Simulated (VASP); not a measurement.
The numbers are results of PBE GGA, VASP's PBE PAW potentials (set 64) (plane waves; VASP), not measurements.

VASP ran on this input.

**KPOINTS**
```
Automatic mesh
0
G
1 1 1
0 0 0
```

**POSCAR**
```
GaIn31P32
1
   11.9995217332     0.0000000000     0.0000000000
    0.0000000000    11.9995217332    -0.0000000000
   -0.0000000000    -0.0000000000    11.9995217332
In P Ga
31 32 1
Direct
  0.5000000000   0.0000000000   0.0000000000
  0.7500000000   0.2500000000   0.0000000000
  0.7500000000   0.0000000000   0.2500000000
  0.0000000000   0.0000000000   0.0000000000
  0.2500000000   0.2500000000   0.0000000000
  0.5000000000   0.5000000000   0.0000000000
  0.7500000000   0.7500000000   0.0000000000
  0.2500000000   0.0000000000   0.2500000000
  0.5000000000   0.2500000000   0.2500000000
  0.7500000000   0.5000000000   0.2500000000
  0.5000000000   0.0000000000   0.5000000000
  0.7500000000   0.2500000000   0.5000000000
  0.7500000000   0.0000000000   0.7500000000
  0.0000000000   0.5000000000   0.0000000000
  0.2500000000   0.7500000000   0.0000000000
  0.0000000000   0.2500000000   0.2500000000
  0.2500000000   0.5000000000   0.2500000000
  0.5000000000   0.7500000000   0.2500000000
  0.0000000000   0.0000000000   0.5000000000
  0.2500000000   0.2500000000   0.5000000000
  0.7500000000   0.7500000000   0.5000000000
  0.2500000000   0.0000000000   0.7500000000
  0.5000000000   0.2500000000   0.7500000000
  0.7500000000   0.5000000000   0.7500000000
  0.0000000000   0.7500000000   0.2500000000
  0.0000000000   0.5000000000   0.5000000000
  0.2500000000   0.7500000000   0.5000000000
  0.0000000000   0.2500000000   0.7500000000
  0.2500000000   0.5000000000   0.7500000000
  0.5000000000   0.7500000000   0.7500000000
  0.0000000000   0.7500000000   0.7500000000
  0.6250000000   0.1250000000   0.1250000000
  0.8750000000   0.3750000000   0.1250000000
  0.8750000000   0.1250000000   0.3750000000
  0.1250000000   0.1250000000   0.1250000000
  0.3750000000   0.3750000000   0.1250000000
  0.6250000000   0.6250000000   0.1250000000
  0.8750000000   0.8750000000   0.1250000000
  0.3750000000   0.1250000000   0.3750000000
  0.6253970000   0.3789800000   0.3783840000
  0.8750000000   0.6250000000   0.3750000000
  0.6250000000   0.1250000000   0.6250000000
  0.8750000000   0.3750000000   0.6250000000
  0.8750000000   0.1250000000   0.8750000000
  0.1250000000   0.6250000000   0.1250000000
  0.3750000000   0.8750000000   0.1250000000
  0.1250000000   0.3750000000   0.3750000000
  0.3759010000   0.6266260000   0.3753440000
  0.6250000000   0.8750000000   0.3750000000
  0.1250000000   0.1250000000   0.6250000000
  0.3760340000   0.3789900000   0.6264110000
  0.6229730000   0.6215120000   0.6264810000
  0.8750000000   0.8750000000   0.6250000000
  0.3750000000   0.1250000000   0.8750000000
  0.6250000000   0.3750000000   0.8750000000
  0.8750000000   0.6250000000   0.8750000000
  0.1250000000   0.8750000000   0.3750000000
  0.1250000000   0.6250000000   0.6250000000
  0.3750000000   0.8750000000   0.6250000000
  0.1250000000   0.3750000000   0.8750000000
  0.3750000000   0.6250000000   0.8750000000
  0.6250000000   0.8750000000   0.8750000000
  0.1250000000   0.8750000000   0.8750000000
  0.4995470000   0.4976530000   0.5032850000
```

### INCAR
```
SYSTEM = GaIn31P32
PREC = Normal; ENCUT = 400; LREAL = Auto
LASPH = .True.; ISYM = 0
EDIFF = 1E-5; NELM = 100; NELMIN = 4
ALGO = Fast; LMAXMIX = 4
ISMEAR = 0; SIGMA = 0.05
GGA = PE
IBRION = 2; NSW = 60; ISIF = 2
EDIFFG = -0.03
LWAVE = .True.; LCHARG = .False.
```

POTCAR, in this order: In P Ga (PBE.64 set). Program: vasp_gam.

The resulting files:

File OSZICAR:
```
       N       E                     dE             d eps       ncg     rms          rms(c)
DAV:   1     0.154783798292E+04    0.15478E+04   -0.88062E+04   322   0.109E+03
DAV:   2    -0.811486712001E+02   -0.16290E+04   -0.15574E+04   412   0.194E+02
DAV:   3    -0.271215023997E+03   -0.19007E+03   -0.18762E+03   388   0.691E+01
DAV:   4    -0.277453833380E+03   -0.62388E+01   -0.61971E+01   372   0.146E+01
DAV:   5    -0.277659073559E+03   -0.20524E+00   -0.20481E+00   428   0.266E+00    0.304E+01
RMM:   6    -0.264863759551E+03    0.12795E+02   -0.25128E+01   322   0.637E+00    0.176E+01
RMM:   7    -0.264076536907E+03    0.78722E+00   -0.29296E+01   322   0.661E+00    0.602E+00
RMM:   8    -0.263622499147E+03    0.45404E+00   -0.54192E+00   322   0.365E+00    0.234E+00
RMM:   9    -0.263595609445E+03    0.26890E-01   -0.63737E-01   328   0.146E+00    0.111E+00
RMM:  10    -0.263597023357E+03   -0.14139E-02   -0.11548E-01   366   0.561E-01    0.783E-01
RMM:  11    -0.263596029693E+03    0.99366E-03   -0.10648E-01   322   0.460E-01    0.406E-01
RMM:  12    -0.263594021290E+03    0.20084E-02   -0.10193E-02   322   0.220E-01    0.243E-01
RMM:  13    -0.263593779936E+03    0.24135E-03   -0.23397E-03   325   0.932E-02    0.760E-02
RMM:  14    -0.263593926306E+03   -0.14637E-03   -0.12848E-03   322   0.595E-02    0.600E-02
RMM:  15    -0.263593907315E+03    0.18992E-04   -0.21542E-04   339   0.287E-02    0.192E-02
RMM:  16    -0.263593906484E+03    0.83062E-06   -0.39022E-05   236   0.120E-02
   1 F= -.26359391E+03 E0= -.26359391E+03  d E =-.263594E+03
       N       E                     dE             d eps       ncg     rms          rms(c)
DAV:   1    -0.263708679709E+03   -0.11477E+00   -0.42059E+00   372   0.330E+00    0.106E+00
RMM:   2    -0.263730256349E+03   -0.21577E-01   -0.25064E-01   322   0.967E-01    0.245E-01
RMM:   3    -0.263733673441E+03   -0.34171E-02   -0.42649E-02   325   0.440E-01    0.207E-01
RMM:   4    -0.263733942953E+03   -0.26951E-03   -0.80078E-03   356   0.195E-01    0.161E-01
RMM:   5    -0.263733920884E+03    0.22069E-04   -0.27241E-03   322   0.922E-02    0.650E-02
RMM:   6    -0.263733897564E+03    0.23320E-04   -0.58077E-04   328   0.456E-02    0.246E-02
RMM:   7    -0.263733903970E+03   -0.64059E-05   -0.16042E-04   311   0.207E-02    0.236E-02
RMM:   8    -0.263733908609E+03   -0.46389E-05   -0.26969E-05   223   0.940E-03
   2 F= -.26373391E+03 E0= -.26373391E+03  d E =-.140002E+00
       N       E                     dE             d eps       ncg     rms          rms(c)
DAV:   1    -0.263765494529E+03   -0.31591E-01   -0.73668E+00   338   0.429E+00    0.152E+00
RMM:   2    -0.263802814111E+03   -0.37320E-01   -0.43597E-01   322   0.127E+00    0.333E-01
RMM:   3    -0.263808471628E+03   -0.56575E-02   -0.73742E-02   325   0.578E-01    0.295E-01
RMM:   4    -0.263808855675E+03   -0.38405E-03   -0.13531E-02   350   0.256E-01    0.222E-01
RMM:   5    -0.263808826109E+03    0.29566E-04   -0.43163E-03   322   0.120E-01    0.771E-02
RMM:   6    -0.263808817223E+03    0.88855E-05   -0.95857E-04   337   0.595E-02    0.372E-02
RMM:   7    -0.263808829803E+03   -0.12580E-04   -0.24021E-04   324   0.263E-02    0.362E-02
RMM:   8    -0.263808832859E+03   -0.30555E-05   -0.29463E-05   223   0.109E-02
   3 F= -.26380883E+03 E0= -.26380883E+03  d E =-.214926E+00
       N       E                     dE             d eps       ncg     rms          rms(c)
DAV:   1    -0.263842308775E+03   -0.33479E-01   -0.10909E+00   370   0.176E+00    0.616E-01
RMM:   2    -0.263848157187E+03   -0.58484E-02   -0.80919E-02   322   0.561E-01    0.153E-01
RMM:   3    -0.263849523109E+03   -0.13659E-02   -0.17786E-02   346   0.261E-01    0.136E-01
RMM:   4    -0.263849351831E+03    0.17128E-03   -0.21291E-03   324   0.106E-01    0.697E-02
RMM:   5    -0.263849363394E+03   -0.11563E-04   -0.96846E-04   322   0.595E-02    0.256E-02
RMM:   6    -0.263849350637E+03    0.12757E-04   -0.21918E-04   340   0.289E-02    0.180E-02
RMM:   7    -0.263849358365E+03   -0.77279E-05   -0.10442E-04   303   0.158E-02    0.786E-03
RMM:   8    -0.263849356636E+03    0.17292E-05   -0.25846E-05   211   0.857E-03
   4 F= -.26384936E+03 E0= -.26384936E+03  d E =-.405238E-01
       N       E                     dE             d eps       ncg     rms          rms(c)
DAV:   1    -0.263853164193E+03   -0.38058E-02   -0.11392E+00   354   0.180E+00    0.634E-01
RMM:   2    -0.263859318128E+03   -0.61539E-02   -0.84843E-02   322   0.571E-01    0.158E-01
RMM:   3    -0.263860738856E+03   -0.14207E-02   -0.18584E-02   345   0.266E-01    0.140E-01
RMM:   4    -0.263860560405E+03    0.17845E-03   -0.22565E-03   324   0.108E-01    0.719E-02
RMM:   5    -0.263860573445E+03   -0.13041E-04   -0.10005E-03   322   0.604E-02    0.258E-02
RMM:   6    -0.263860561148E+03    0.12298E-04   -0.23133E-04   337   0.295E-02    0.181E-02
RMM:   7    -0.263860569389E+03   -0.82417E-05   -0.10699E-04   309   0.160E-02    0.787E-03
RMM:   8    -0.263860567724E+03    0.16657E-05   -0.27156E-05   215   0.874E-03
   5 F= -.26386057E+03 E0= -.26386057E+03  d E =-.517349E-01
       N       E                     dE             d eps       ncg     rms          rms(c)
DAV:   1    -0.263860781339E+03   -0.21195E-03   -0.29938E-02   372   0.290E-01    0.991E-02
RMM:   2    -0.263860945516E+03   -0.16418E-03   -0.22061E-03   322   0.926E-02    0.257E-02
RMM:   3    -0.263860980804E+03   -0.35288E-04   -0.46509E-04   343   0.430E-02    0.214E-02
RMM:   4    -0.263860976702E+03    0.41017E-05   -0.60113E-05   274   0.177E-02
   6 F= -.26386098E+03 E0= -.26386098E+03  d E =-.521438E-01
       N       E                     dE             d eps       ncg     rms          rms(c)
DAV:   1    -0.263867710539E+03   -0.67297E-02   -0.49373E-01   346   0.122E+00    0.424E-01
RMM:   2    -0.263870621449E+03   -0.29109E-02   -0.35352E-02   322   0.388E-01    0.935E-02
RMM:   3    -0.263871202788E+03   -0.58134E-03   -0.67435E-03   336   0.182E-01    0.903E-02
RMM:   4    -0.263871160567E+03    0.42221E-04   -0.91019E-04   326   0.764E-02    0.557E-02
RMM:   5    -0.263871151644E+03    0.89233E-05   -0.47343E-04   323   0.417E-02    0.146E-02
RMM:   6    -0.263871147941E+03    0.37034E-05   -0.79628E-05   310   0.201E-02
   7 F= -.26387115E+03 E0= -.26387115E+03  d E =-.101712E-01
       N       E                     dE             d eps       ncg     rms          rms(c)
DAV:   1    -0.263871428415E+03   -0.27677E-03   -0.13993E-01   371   0.650E-01    0.225E-01
RMM:   2    -0.263872281402E+03   -0.85299E-03   -0.10227E-02   322   0.209E-01    0.500E-02
RMM:   3    -0.263872437693E+03   -0.15629E-03   -0.18732E-03   332   0.972E-02    0.493E-02
RMM:   4    -0.263872424965E+03    0.12728E-04   -0.26755E-04   324   0.417E-02    0.285E-02
RMM:   5    -0.263872424519E+03    0.44605E-06   -0.11878E-04   322   0.219E-02    0.719E-03
RMM:   6    -0.263872424478E+03    0.41133E-07   -0.24618E-05   204   0.107E-02
   8 F= -.26387242E+03 E0= -.26387242E+03  d E =-.114478E-01
       N       E                     dE             d eps       ncg     rms          rms(c)
DAV:   1    -0.263873679889E+03   -0.12554E-02   -0.10215E-01   354   0.558E-01    0.202E-01
RMM:   2    -0.263874304674E+03   -0.62479E-03   -0.77891E-03   322   0.182E-01    0.460E-02
RMM:   3    -0.263874435447E+03   -0.13077E-03   -0.15664E-03   338   0.853E-02    0.415E-02
RMM:   4    -0.263874425456E+03    0.99915E-05   -0.20505E-04   325   0.358E-02    0.224E-02
RMM:   5    -0.263874425519E+03   -0.63761E-07   -0.89312E-05   318   0.194E-02
   9 F= -.26387443E+03 E0= -.26387442E+03  d E =-.200104E-02
```

**OUTCAR**
```
------------------------ aborting loop because EDIFF is reached ----------------------------------------
  FORCE on cell =-STRESS in cart. coord.  units (eV):
  Direction    XX          YY          ZZ          XY          YZ          ZX
  --------------------------------------------------------------------------------------
  Total       -4.1507658     -4.0773912     -4.0751838     -0.0148113      0.0182156     -0.0145516
  in kB       -3.8489919     -3.7809519     -3.7789050     -0.0137345      0.0168913     -0.0134937
  external PRESSURE =      -3.8029496 kB  Pullay stress =       0.0000000 kB
  volume of cell :     1727.79
      direct lattice vectors                 reciprocal lattice vectors
    11.999521733  0.000000000  0.000000000     0.083336655  0.000000000  0.000000000
     0.000000000 11.999521733  0.000000000     0.000000000  0.083336655  0.000000000
     0.000000000  0.000000000 11.999521733     0.000000000  0.000000000  0.083336655
  FREE ENERGIE OF THE ION-ELECTRON SYSTEM (eV)
  ---------------------------------------------------
  free  energy   TOTEN  =      -263.8744255193 eV

  energy  without entropy=     -263.8744241617  energy(sigma->0) =     -263.87442484

 reached required accuracy - stopping structural energy minimisation
```
(Selected blocks of OUTCAR.)

File CONTCAR:
```
GaIn31P32
   1.00000000000000
    11.9995217331999999    0.0000000000000000    0.0000000000000000
     0.0000000000000000   11.9995217331999999    0.0000000000000000
     0.0000000000000000    0.0000000000000000   11.9995217331999999
  In              P               Ga
    31    32     1
Direct
     0.4999642259721059    0.0003458028269754    0.0000789675136805
     0.7499793817560352    0.2497916973761598    0.0002836037189133
     0.7498984741420974    0.9998233450875291    0.2502538301199416
     0.9999827540450886    0.9999853644797728    0.9999584586049457
     0.2503095269297322    0.2501801870627454    0.0003638944175587
     0.4998724855521746    0.4998492397404621    0.0002533807389492
     0.7498626557340644    0.7499603436826988    0.0000275148526213
     0.2502370024759890    0.0003716768764910    0.2502398580344889
     0.5005121921945080    0.2525519486098053    0.2525610452565331
     0.7478143083933790    0.4999750070437144    0.2524382560996584
     0.4999270929453105    0.0000422903783352    0.4999307105358850
     0.7477865362054302    0.2523348894820526    0.4999439366993947
     0.7498838046273516    0.9999839825515275    0.7499446291307118
     0.9998785308905836    0.4999267685606151    0.0002953419978138
     0.2498385245011737    0.7501576571161899    0.0002707224041198
     0.0002553419677996    0.2502360954073851    0.2502197319820001
     0.2524571254290355    0.5004235708615001    0.2524395976807230
     0.4998199665104774    0.7478496110392631    0.2522513911163075
     0.9997764788227796    0.0001137780298041    0.5000223862680025
     0.2523491404749451    0.2524054557781247    0.5004930662696591
     0.7475107213200055    0.7474801794500348    0.5006335615372537
     0.2500546764442379    0.9999507882921640    0.7499502937635782
     0.4998645493937389    0.2522228359384056    0.7478826150991822
     0.7479484063258977    0.4999550363943177    0.7480970839789961
     0.9999022911612877    0.7500120490758324    0.2501583738785830
     0.0000485805517714    0.4999786035918846    0.4998165179570059
     0.2522555744209371    0.7478889413392884    0.4997253323172903
     0.0001333366099264    0.2498873134622129    0.7499866845728906
     0.2518907090123613    0.5001670991795225    0.7481382686895203
     0.5001413673314251    0.7477965264923113    0.7479804673150511
     0.9999077631237794    0.7501241802366551    0.7498261699577875
     0.6246522329387244    0.1260660197146428    0.1263448292709605
     0.8738504284092119    0.3752909204825080    0.1263150850110528
     0.8738460500207944    0.1262366409342875    0.3752931919178943
     0.1249679903474069    0.1250072427523517    0.1249914155318449
     0.3752108673942607    0.3751045208550962    0.1256726644093947
     0.6249389863071476    0.6249021343115196    0.1252119869133977
     0.8749970197607708    0.8750584157926072    0.1249531871215512
     0.3752841194727622    0.1256401770986502    0.3752380870124704
     0.6176927592744225    0.3826186529776151    0.3826860468253093
     0.8747000871699440    0.6251576527047286    0.3753528334239356
     0.6248836513054175    0.1251898123743226    0.6249182980411411
     0.8750212417692960    0.3750373289775468    0.6250222852190410
     0.8750122196707073    0.1249212701007444    0.8750348334485912
     0.1260228968014323    0.6246468953285257    0.1262469872840527
     0.3753419733154900    0.8740840350370542    0.1262105702307216
     0.1255463514171733    0.3751910536277044    0.3751470275411031
     0.3823800787669567    0.6178799896910498    0.3824048583789334
     0.6250565390790850    0.8746412048718882    0.3754027676778943
     0.1261023144774374    0.1259848414794453    0.6246713442448579
     0.3820204749642723    0.3824331839119756    0.6182179440336575
     0.6176784757809981    0.6175221493299851    0.6182624128667035
     0.8738029336826874    0.8740069306910949    0.6246947827218585
     0.3752403706535228    0.1261656353193594    0.8739179190710377
     0.6249528260517251    0.3748653401168204    0.8752369186385225
     0.8740078371501381    0.6247603862667245    0.8739932352392723
     0.1261024023888991    0.8740955769034099    0.3753145942911457
     0.1250449787429748    0.6251045389852966    0.6247391554994119
     0.3750778684421781    0.8748504426143222    0.6249709356021236
     0.1260541231055519    0.3752376381092875    0.8741184712980591
     0.3749602353594887    0.6250830073930594    0.8752617850254132
     0.6246373167619229    0.8740711687892980    0.8739996777134537
     0.1249174635890004    0.8750666363181233    0.8750065866366966
     0.4997833603627668    0.5000672906951774    0.5005865893494390
```

The supercell is sampled at Γ alone, which is coarse: total energies, pressure and levels can be off, energies of defects by several tenths of an eV.

The cell is a supercell with a defect, built from InP (zinc blende): Ga_In. The run is not spin-polarised, so no state with unpaired spins was tried.
